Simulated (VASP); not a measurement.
VASP ran on this input.

POSCAR:
```
YCr3
1
    0.0000000000     3.5989850000     3.5989850000
    3.5989850000     0.0000000000     3.5989850000
    3.5989850000     3.5989850000     0.0000000000
Y Cr
1 3
Direct
  0.0000000000   0.0000000000   0.0000000000
  0.5000000000   0.5000000000   0.5000000000
  0.2500000000   0.2500000000   0.2500000000
  0.7500000000   0.7500000000   0.7500000000
```

### INCAR
```
! general
SYSTEM   =  YCr3
PREC     =  Accurate
ENCUT    =  300
LREAL    =  F
LASPH    =  T

! electronic loop
EDIFF    =  1E-6
NELM     =  100
ALGO     =  Normal
LMAXMIX  =  4

! smearing
ISMEAR   =  0
SIGMA    =  0.05

! functional
GGA      =  PE

! spin
ISPIN    =  2
MAGMOM   =  0.0 3*3.0

! ions
ISIF     =  2

! output
LWAVE    =  F
LCHARG   =  F
LORBIT   =  11
```

File KPOINTS:
```
Automatic mesh
0
Gamma
4 4 4
0 0 0
```

POTCAR, in this order: Y_sv Cr_pv (PBE.64 set). Program: vasp_std.

Task: Translate this PBE calculation to Ansatz.

Result: One equivalent input (not run):
Ansatz 0.2 input:
```yaml
crystal:
  lattice:
    - [0.0000000, 3.5989850, 3.5989850]
    - [3.5989850, 0.0000000, 3.5989850]
    - [3.5989850, 3.5989850, 0.0000000]
  atoms:
    - { symbol: Y, position: [0.0000000, 0.0000000, 0.0000000] }
    - { symbol: Cr, position: [0.5000000, 0.5000000, 0.5000000], spin: 3 }
    - { symbol: Cr, position: [0.2500000, 0.2500000, 0.2500000], spin: 3 }
    - { symbol: Cr, position: [0.7500000, 0.7500000, 0.7500000], spin: 3 }
kpoints:
  mp_grid: { grid: [4, 4, 4] }
hamiltonian:
  xc: pbe
  pseudopotentials: { kind: paw }
magnetization: { spin_polarized: true }
scf:
  occupations: { method: gaussian, width: 0.05 }
  max_iter: 100
output: { forces: true, stress: true, eigenvalues: true }
```
What does not carry over: each code has its own PAW files, so the cut-off isn't converted (ENCUT is set for VASP's; basis.ecutwfc is left out, and Ansatz then takes the one that its files recommend); Ansatz stops its SCF on the density residual and VASP on the energy change (EDIFF).

The structure was generated: YCr3 was put into an ordered model structure, which need not be its known phase. The cell was not relaxed at this level. The k-mesh is coarse (spacing up to 0.38 per Å, 2π included), so the numbers may not be converged in it.
